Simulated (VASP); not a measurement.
# GW on InP, part 4 of 4

How does the gap of InP change from the starting functional to GW? The cell is of the zinc-blende type, one of the forms listed for this formula. The start is a cell from a database of measured crystal structures.

VASP 6.6.1, plane waves and PAW; the level of theory is named at each step.

So far, quasiparticle gap on the mesh (eV): step 4 (evGW0) 1.37. Also gap on the k-mesh (eV): step 3 (empty bands, functional PBE) 0.700; step 6 (orbitals for another starting point) 0.700.

The database entry behind the starting cell differs from later determinations by our own check (0.1 to 0.3 % short, probably kX units), so it need not match the best structure at ambient conditions.

## 7. Another starting point

This step: HSE06; plane waves and PAW (In_d_GW, P_GW) (VASP 6.6.1).

To see how much the result owes to its start, the ground state is made again with HSE06. A small SIGMA keeps every occupation at zero or full.

INCAR reads:

```
SYSTEM = InP
PREC = Accurate
ENCUT = 300
EDIFF = 1E-08
NELM = 100
ISMEAR = 0
SIGMA = 0.01
LREAL = .FALSE.
ALGO = Normal
LHFCALC = .TRUE.
AEXX = 0.25
GGA = PE
HFSCREEN = 0.2
LASPH = .TRUE.
NBANDS = 15
PRECFOCK = Fast
LORBIT = 11
LWAVE = .TRUE.
LCHARG = .FALSE.
KPAR = 8
```

POSCAR reads:

```
InP
1.0
    0.0000000000      2.9305000000      2.9305000000
    2.9305000000      0.0000000000      2.9305000000
    2.9305000000      2.9305000000      0.0000000000
In P
1 1
Direct
    0.0000000000      0.0000000000      0.0000000000
    0.2500000000      0.2500000000      0.2500000000
```

KPOINTS reads:

```
Automatic mesh
0
Gamma
6 6 6
0 0 0
```

The projector-augmented-wave data sets are In_d_GW and P_GW (PBE family, release 64).

The run starts from files that an earlier step left in the folder.

Started as:

```bash
$ mpirun -np 8 vasp_std
```

Log:

```text
[banner, memory and clock lines left out]
running    8 mpi-ranks, on    1 nodes
 distrk:  each k-point on    1 cores,    8 groups
 distr:  one band on    1 cores,    1 groups

 POSCAR found type information on POSCAR InP
 POSCAR found :  2 types and       2 ions
 [... a notice as in an earlier step ...]

 LDA part: xc-table for (Slater+PW92), standard interpolation
 found WAVECAR, reading the header
 POSCAR, INCAR and KPOINTS ok, starting setup
 FFT: planning ... GRIDC
 FFT: planning ... GRID_SOFT
 FFT: planning ... GRID
 reading WAVECAR
 the WAVECAR file was read successfully
 initial charge from wavefunction
 entering main loop
       N       E                     dE             d eps       ncg     rms          rms(c)
DAV:   1    -0.994024909146E+01   -0.99402E+01   -0.29335E-01   741   0.158E+01    0.598E-01
DAV:   2    -0.994429303577E+01   -0.40439E-02   -0.22240E-02   833   0.305E+00    0.525E-01
DAV:   3    -0.994383413901E+01    0.45890E-03   -0.19895E-03   824   0.161E+00    0.295E-01
DAV:   4    -0.994365957806E+01    0.17456E-03   -0.21485E-04   809   0.454E-01    0.166E-01
DAV:   5    -0.994360700851E+01    0.52570E-04   -0.39153E-05   685   0.142E-01    0.962E-02
DAV:   6    -0.994359026453E+01    0.16744E-04   -0.94363E-06   808   0.602E-02    0.579E-02
DAV:   7    -0.994358404887E+01    0.62157E-05   -0.18522E-06   753   0.277E-02    0.349E-02
DAV:   8    -0.994358170462E+01    0.23443E-05   -0.91074E-07   755   0.140E-02    0.211E-02
DAV:   9    -0.994358072567E+01    0.97895E-06   -0.38711E-07   912   0.755E-03    0.127E-02
DAV:  10    -0.994358029903E+01    0.42664E-06   -0.11389E-07   890   0.419E-03    0.769E-03
DAV:  11    -0.994358012580E+01    0.17323E-06   -0.40144E-08   810   0.269E-03    0.462E-03
DAV:  12    -0.994358005527E+01    0.70528E-07   -0.11052E-08   528   0.175E-03    0.280E-03
DAV:  13    -0.994358002349E+01    0.31780E-07   -0.14823E-08   604   0.130E-03    0.170E-03
DAV:  14    -0.994358001362E+01    0.98644E-08   -0.36133E-09   471   0.923E-04
   1 F= -.99435800E+01 E0= -.99435800E+01  d E =-.122307E-14
 writing wavefunctions
```

Run time: 93 s. Hardware: 8 MPI ranks of Intel Xeon 6975P-C (Granite Rapids), shared host; peak memory 1.9 GiB.

Parts of OUTCAR (step 7):

```text
   k-points           NKPTS =     16   k-points in BZ     NKDIM =    216   number of bands    NBANDS=     15

   NELECT =      18.0000    total number of electrons

  exchange ACFDT corr.  =         0.00000000  see jH, gK, PRB 81, 115126

 E-fermi :   3.5398

 k-point     1 :       0.0000    0.0000    0.0000
  band No.  band energies     occupation
    ...
      5     -12.2225      2.00000
      6      -9.2616      2.00000
      7       3.4899      2.00000
      8       3.4899      2.00000
      9       3.4899      2.00000
     10       4.9829      0.00000
     11       8.4243      0.00000
     12       8.4243      0.00000
     13       8.4243      0.00000
     14      13.0744      0.00000
    ...

 POSITION                                       TOTAL-FORCE (eV/Angst)
 -----------------------------------------------------------------------------------
      0.00000      0.00000      0.00000        -0.000000     -0.000000      0.000000
      1.46525      1.46525      1.46525         0.000000      0.000000     -0.000000
 -----------------------------------------------------------------------------------
    total drift:                                0.000007      0.000003      0.000003

  FREE ENERGIE OF THE ION-ELECTRON SYSTEM (eV)
  ---------------------------------------------------
  free  energy   TOTEN  =        -9.9435800136 eV

  energy  without entropy=       -9.9435800136  energy(sigma->0) =       -9.94358001

[... 7 parts as in an earlier step ...]

[... 9 further parts left out ...]
```

The PAW data sets were made with PBE, which is usual practice but a small mismatch for other functionals.

Numbers from this step:

```
free energy (TOTEN)            : -9.944 eV
Fermi energy                   : 3.540 eV
gap on the k-mesh              : 1.493 eV
least direct gap on the k-mesh : 1.493 eV
```

## 8. Empty bands, functional HSE06

ALGO = Exact makes the empty bands from the converged ground state in one step. LOPTICS writes the k-derivatives of the orbitals (WAVEDER), which give the long-wavelength limit of the screening.

INCAR reads:

```
SYSTEM = InP
PREC = Accurate
ENCUT = 300
ISMEAR = 0
SIGMA = 0.01
LREAL = .FALSE.
LHFCALC = .TRUE.
AEXX = 0.25
GGA = PE
HFSCREEN = 0.2
LASPH = .TRUE.
NBANDS = 328
PRECFOCK = Fast
ALGO = Exact
NELM = 1
LWAVE = .TRUE.
LCHARG = .FALSE.
LOPTICS = .TRUE.
NEDOS = 1000
CSHIFT = 0.1
```

POSCAR is that of step 7.

KPOINTS is that of step 7.

The WAVECAR or CHGCAR of an earlier step is read.

Started as:

```bash
$ mpirun -np 8 vasp_std
```

Log:

```text
[... set-up lines as in an earlier step ...]
 entering main loop
       N       E                     dE             d eps       ncg     rms          rms(c)
DIA:   1    -0.994358000616E+01   -0.99436E+01    0.00000E+00     0   0.000E+00
   1 F= -.99435800E+01 E0= -.99435800E+01  d E =-.971180E-56
 writing wavefunctions
 optical routines
 imaginary and real dielectric function
 recalculating local potential from charge density
 direction            1
 direction            2
 direction            3
```

The job ended after 8.3 min (8 MPI ranks; peak memory 2.1 GiB; 66 min of CPU time).

From OUTCAR (step 8):

```text
 POSITION                                       TOTAL-FORCE (eV/Angst)
 -----------------------------------------------------------------------------------
      0.00000      0.00000      0.00000        -0.000000     -0.000000      0.000000
      1.46525      1.46525      1.46525         0.000000      0.000000     -0.000000
 -----------------------------------------------------------------------------------
    total drift:                                0.000009      0.000007      0.000005

  FREE ENERGIE OF THE ION-ELECTRON SYSTEM (eV)
  ---------------------------------------------------
  free  energy   TOTEN  =        -9.9435800062 eV

  energy  without entropy=       -9.9435800062  energy(sigma->0) =       -9.94358001

[... 2 parts as in an earlier step ...]

[... 1 further part left out ...]
[key lines of the parts left out:]
E-fermi :   3.5993
```

## 9. G0W0

This step: G0W0 on HSE06; plane waves and PAW (In_d_GW, P_GW) (VASP 6.6.1).

One pass of GW corrects the levels to first order, with G and W from the starting orbitals.

INCAR reads:

```
SYSTEM = InP
PREC = Accurate
ENCUT = 300
ISMEAR = 0
SIGMA = 0.01
LREAL = .FALSE.
LHFCALC = .TRUE.
AEXX = 0.25
GGA = PE
HFSCREEN = 0.2
LASPH = .TRUE.
NBANDS = 328
PRECFOCK = Fast
ALGO = EVGW0
NELMGW = 1
ENCUTGW = 200
NOMEGA = 48
NBANDSGW = 24
LWAVE = .FALSE.
LCHARG = .FALSE.
```

POSCAR is that of step 8.

KPOINTS is that of step 8.

The run starts from files that an earlier step left in the folder.

Started as:

```bash
$ mpirun -np 8 vasp_std
```

Log:

```text
[banner, memory and clock lines left out]
running    8 mpi-ranks, on    1 nodes
 distrk:  each k-point on    8 cores,    1 groups
 distr:  one band on    1 cores,    8 groups

 POSCAR found type information on POSCAR InP
 POSCAR found :  2 types and       2 ions
 [... a notice as in an earlier step ...]

 [... a notice as in an earlier step ...]

 LDA part: xc-table for (Slater+PW92), standard interpolation
 found WAVECAR, reading the header
 POSCAR, INCAR and KPOINTS ok, starting setup
 FFT: planning ... GRIDC
 FFT: planning ... GRID_SOFT
 FFT: planning ... GRID
 reading WAVECAR
 the WAVECAR file was read successfully
 initial charge from wavefunction
 available memory per node:     42.88 GB, setting MAXMEM to     43906

 The Fermi energy was updated, please check that it is located mid-gap
 values below the HOMO (VB) or above the LUMO (CB) will cause erroneous energies
 E-fermi :   4.2364

 calculate exact exchange contribution
 the WAVEDER file was read successfully
energies w=
    0.000    0.000    0.569    0.000    1.136    0.000    1.698    0.000
    2.254    0.000    2.802    0.000    3.340    0.000    3.869    0.000
    4.388    0.000    4.897    0.000    5.397    0.000    5.889    0.000
    6.374    0.000    6.853    0.000    7.328    0.000    7.801    0.000
    8.273    0.000    8.746    0.000    9.223    0.000    9.706    0.000
   10.197    0.000   10.699    0.000   11.216    0.000   11.750    0.000
   12.305    0.000   12.886    0.000   13.498    0.000   14.147    0.000
   14.841    0.000   15.588    0.000   16.398    0.000   17.285    0.000
   18.265    0.000   19.359    0.000   20.592    0.000   22.000    0.000
   23.629    0.000   25.541    0.000   27.825    0.000   30.606    0.000
   34.072    0.000   38.517    0.000   44.423    0.000   52.646    0.000
   64.861    0.000   84.846    0.000  123.311    0.000  227.247    0.000
 responsefunction array rank=     336
 LDA part: xc-table for (Slater+PW92), standard interpolation

 min. memory requirement per mpi rank    406.2 MB, per node   3249.2 MB

 allocating   6 responsefunctions rank=   336
 shmem allocating  48 responsefunctions rank=   336
 response function shared by NCSHMEM nodes    1
 Doing            6  frequencies on each core in blocks of           48
NQ=   1    0.0000    0.0000    0.0000,
|.........|.........|.........|.........|.........|.........|.........|.........
 performed       1492000 updates of chi_q(r,r)
 total number of BLAS operations       1307.87 Gflops
NQ=   2    0.1667    0.0000    0.0000,
|.........|.........|.........|.........|.........|.........|.........|.........
 performed       4054000 updates of chi_q(r,r)
 total number of BLAS operations       3407.29 Gflops
NQ=   3    0.3333    0.0000    0.0000,
|.........|.........|.........|.........|.........|.........|.........|.........
 performed       6616000 updates of chi_q(r,r)
 total number of BLAS operations       5667.12 Gflops
NQ=   4    0.5000    0.0000    0.0000,
|.........|.........|.........|.........|.........|.........|.........|.........
 performed       8800000 updates of chi_q(r,r)
 total number of BLAS operations       7593.76 Gflops
NQ=   5    0.1667    0.1667    0.0000,
|.........|.........|.........|.........|.........|.........|.........|.........
 performed      11362000 updates of chi_q(r,r)
 total number of BLAS operations       9786.03 Gflops
NQ=   6    0.3333    0.1667    0.0000,
|.........|.........|.........|.........|.........|.........|.........|.........
 performed      15278000 updates of chi_q(r,r)
 total number of BLAS operations      13116.09 Gflops
NQ=   7    0.5000    0.1667    0.0000,
|.........|.........|.........|.........|.........|.........|.........|.........
 performed      19194000 updates of chi_q(r,r)
 total number of BLAS operations      16344.78 Gflops
NQ=   8   -0.3333    0.1667    0.0000,
|.........|.........|.........|.........|.........|.........|.........|.........
 performed      23110000 updates of chi_q(r,r)
 total number of BLAS operations      19573.46 Gflops
NQ=   9   -0.1667    0.1667    0.0000,
|.........|.........|.........|.........|.........|.........|.........|.........
 performed      26522000 updates of chi_q(r,r)
 total number of BLAS operations      22386.85 Gflops
NQ=  10    0.3333    0.3333    0.0000,
|.........|.........|.........|.........|.........|.........|.........|.........
 performed      29084000 updates of chi_q(r,r)
 total number of BLAS operations      24525.82 Gflops
NQ=  11    0.5000    0.3333    0.0000,
|.........|.........|.........|.........|.........|.........|.........|.........
 performed      33000000 updates of chi_q(r,r)
 total number of BLAS operations      27855.87 Gflops
NQ=  12   -0.3333    0.3333    0.0000,
|.........|.........|.........|.........|.........|.........|.........|.........
 performed      36412000 updates of chi_q(r,r)
 total number of BLAS operations      30704.42 Gflops
NQ=  13    0.5000    0.5000    0.0000,
|.........|.........|.........|.........|.........|.........|.........|.........
 performed      38376000 updates of chi_q(r,r)
 total number of BLAS operations      32374.65 Gflops
NQ=  14    0.5000    0.3333    0.1667,
|.........|.........|.........|.........|.........|.........|.........|.........
 performed      42765000 updates of chi_q(r,r)
 total number of BLAS operations      36060.63 Gflops
NQ=  15   -0.3333    0.3333    0.1667,
|.........|.........|.........|.........|.........|.........|.........|.........
 performed      46902000 updates of chi_q(r,r)
 total number of BLAS operations      39535.06 Gflops
NQ=  16   -0.3333    0.5000    0.1667,
|.........|.........|.........|.........|.........|.........|.........|.........
 performed      50330000 updates of chi_q(r,r)
 total number of BLAS operations      42522.13 Gflops
 resolving degeneracies of screened two electron integrals

 calculate QP shifts <psi_nk| G(iteration)W_0 |psi_nk>: iteration 1
 entering main loop
```

It took 7.9 min on 8 MPI ranks; peak memory 4.2 GiB; 63 min of CPU time.

Parts of OUTCAR (step 9):

```text
   NELECT =      18.0000    total number of electrons

 E-fermi :   4.2364

 QP shifts <psi_nk| G(iteration)W_0 |psi_nk>: iteration 1
 for sc-GW calculations column KS-energies equals QP-energies in previous step
 and V_xc(KS)=  KS-energies - (<T + V_ion + V_H > + <T+V_H+V_ion>^1  + <V_x>^1)
 k-point   1 :       0.0000    0.0000    0.0000
  band No.  KS-energies  QP-energies   sigma(KS)   V_xc(KS)     V^pw_x(r,r')   Z            occupation Imag(sigma)
    ...
      6      -9.2616      -8.8292     -12.3001     -12.9637     -18.2686       0.6516       2.0000       0.8231
      7       3.4899       3.1263     -13.1241     -12.6558     -13.9447       0.7765       2.0000       0.0023
      8       3.4899       3.1263     -13.1241     -12.6558     -13.9447       0.7765       2.0000       0.0023
      9       3.4899       3.1263     -13.1241     -12.6558     -13.9447       0.7765       2.0000       0.0023
     10       4.9829       4.7909     -10.6255     -10.3834      -6.8021       0.7934       0.0000      -0.0727
     11       8.4243       8.2777      -9.6965      -9.5101      -5.4480       0.7866       0.0000      -0.0829
     12       8.4243       8.2777      -9.6965      -9.5101      -5.4480       0.7866       0.0000      -0.0829
     13       8.4243       8.2777      -9.6965      -9.5101      -5.4480       0.7866       0.0000      -0.0829
    ...

 k-point   2 :       0.1667    0.0000    0.0000
  band No.  KS-energies  QP-energies   sigma(KS)   V_xc(KS)     V^pw_x(r,r')   Z            occupation Imag(sigma)
    ...
      6      -8.9212      -8.5116     -12.4572     -13.0707     -18.2934       0.6675       2.0000       0.8061
      7       1.2123       0.8835     -12.4615     -12.0301     -13.7469       0.7622       2.0000       0.0227
      8       3.1625       2.7997     -12.9533     -12.4853     -13.8590       0.7751       2.0000       0.0031
      9       3.1625       2.7997     -12.9533     -12.4853     -13.8590       0.7751       2.0000       0.0031
     10       6.0740       5.8987     -10.5092     -10.2873      -6.5911       0.7901       0.0000      -0.0753
     11       8.8409       8.6342      -9.9391      -9.6731      -5.5503       0.7773       0.0000      -0.0947
     12       8.8987       8.7406      -9.8124      -9.6099      -5.4286       0.7808       0.0000      -0.0888
     13       8.8987       8.7406      -9.8124      -9.6099      -5.4286       0.7808       0.0000      -0.0888
    ...

[... 8 parts as in an earlier step ...]

[... 8 further parts left out ...]
```

Numbers from this step:

```
quasiparticle gap on the mesh                 : 1.665 eV
smallest direct quasiparticle gap on the mesh : 1.665 eV
gap of the starting orbitals on the mesh      : 1.493 eV
```

GW takes the gap from 1.493 to 1.665 eV. That is +402 meV against the one-shot pass on PBE. Spin-orbit coupling is left out. The value holds for 328 bands, ENCUTGW = 200 eV and this mesh, and isn't shown to be converged in them.

## 10. Summary

This step: GW series: evGW0 on PBE, G0W0 on HSE06; plane waves and PAW (VASP 6.6.1).

No new run; the numbers come from the runs before.

Cost is wall time times ranks on a shared host, with the step that makes the empty bands. GW runs:

| level | bands | ENCUTGW (eV) | NOMEGA | k mesh | starting gap (eV) | quasiparticle gap (eV) | direct gap (eV) | cost (core minutes) |
| --- | --- | --- | --- | --- | --- | --- | --- | --- |
| evGW0 on PBE | 328 | 200 | 48 | 6x6x6 | 0.7004 | 1.369 | 1.369 | 272.7 |
| G0W0 on HSE06 | 328 | 200 | 48 | 6x6x6 | 1.493 | 1.665 | 1.665 | 128.8 |

## 11. Results

```json
{
 "evGW0 on PBE, 328 bands, ENCUTGW 200 eV, NOMEGA 48, mesh 6×6×6": "0.700 → 1.369 eV",
 "G0W0 on HSE06, 328 bands, ENCUTGW 200 eV, NOMEGA 48, mesh 6×6×6": "1.493 → 1.665 eV"
}
```

evGW0 gives a quasiparticle gap of 1.369 eV on the mesh, 0.67 eV over the PBE gap on the same mesh. On mesh and path the starting valence top lies at Γ and the conduction bottom at Γ, so the starting gap is direct. Both points lie on the GW mesh. Over the final values of the levels run here the gap spans 1.37 to 1.66 eV. In evGW0 the first pass, which is the one-shot result, gives 1.262 eV and pass 4 gives 1.369 eV; the last pass changed the gap by +3 meV, so the loop is converged. One-shot gaps: 1.262 eV from PBE and 1.665 eV from HSE06. The starting gaps span 0.79 eV and the one-shot gaps 0.40 eV. Bands, response cutoff and mesh weren't tested for convergence. The QPGW0 run ended without a result (timeout). In In_d_GW the d shell is in the valence without all the semicore s and p states of the same shell; those stay frozen in the core, and how far that moves the GW gap wasn't tested here. Spin-orbit coupling is left out; with In in the cell it can split or shift band edges, by an amount that depends on which atoms form them and isn't tested here. The given cell is kept, although it stands at +3.0 GPa at PBE and ENCUT = 300 eV, which holds the mismatch of the given cell with this functional and any basis-set error. Not tabulated here, as repeats of values shown or as unfit to read for their mesh, reference level or band range: eps2 curves (empty bands); eps1 curves and static values (empty bands); gaps (empty bands).

[Lines on the potential files, build, host, timing and source positions are cut from VASP's logs without a mark.]

[Logs are printed without paths, hosts, clocks, repeated set-up lines and the standing remarks that a program may print on its own settings, such as how far it seeks lower states.]

[Hosts, paths, dates, database ids (printed as entryN), source tags and the programs' standing remarks are cut or masked in the printed files.]

[Pressures printed for these runs are not shown converged in the cutoff: they can be off by several GPa and have the wrong sign.]
